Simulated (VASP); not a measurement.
## TlBr: band gap against strain

TlBr (CsCl type, Pm-3m, 33.110 Å³/atom and stress up to 0.08 GPa in the relaxed cell, cube axes along x, y and z) under an equal strain ε along all three axes. PBE in VASP (plane waves, PAW), 480 eV, 8×8×8 Γ-centred mesh, Gaussian smearing 0.05 eV; ions are relaxed, or left where forces stay under 0.02 eV/Å, within the symmetry of each cell. Gaps are the smallest on the run's k-mesh, which can miss an edge that lies off it, without spin-orbit coupling; in all rows the valence edge lies at about 0.8 Å⁻¹ from Γ and the conduction edge at about 0.8 Å⁻¹ from Γ.

Here s stands for strain and Eg for gap.

| strain (%) | gap (eV) |
|---|---|
| -3.00 | ? |
| -1.50 | 1.87 |
| -1.00 | 1.91 |
| -0.50 | 1.95 |
| 0.00 | 1.99 |
| 0.50 | 2.02 |
| 1.00 | 2.06 |
| 1.50 | 2.09 |

Fit Eg of the 7 rows that show it with a straight line. Means: s 0, Eg 1.984. About the means, the sum of products is 0.51500 and the sum of squares of s is 7.0000; the slope is their ratio. Least squares gives Eg = 1.984 + 0.0736·s. Residuals (row less fit): -0.004, 0.000, 0.003, 0.006, -0.001, 0.002, -0.004; standard error 0.004 (degrees of freedom: 5). Over these rows the gap moves by 7.4 ± 0.2 eV per unit strain, or 2.5 eV per unit of ln V.

Task: What does the fit predict for Eg at s = -3.00, and how far is the calculated value from it?

Result: Eg = 1.984 + 0.0736 × (-3.0) = 1.763 eV. The calculation gives 1.74 eV, 0.023 eV below the prediction (6.6 % of the range of Eg in the table). The row lies outside the fitted rows, so this is an extrapolation. The scatter of the fitted rows lies at the last printed digit.

With Pb, Bi, Tl or Hg spin-orbit coupling changes such a gap by tenths of an eV to over 1 eV. The primitive cell can neither tilt nor turn polar against its symmetry, as such crystals can under strain. Other structures, which can take over under pressure, weren't tried. Spin-orbit coupling is left out, which can shift this property for TlBr. Rows are the converged runs of the series near zero and its far end, less any whose ions stayed unrelaxed beside relaxed ones; series whose fitted rows scatter by over a few per cent of the range, as at a crossing or softening among them, aren't shown in this form. Most that stay on the fit to the last digits aren't either.
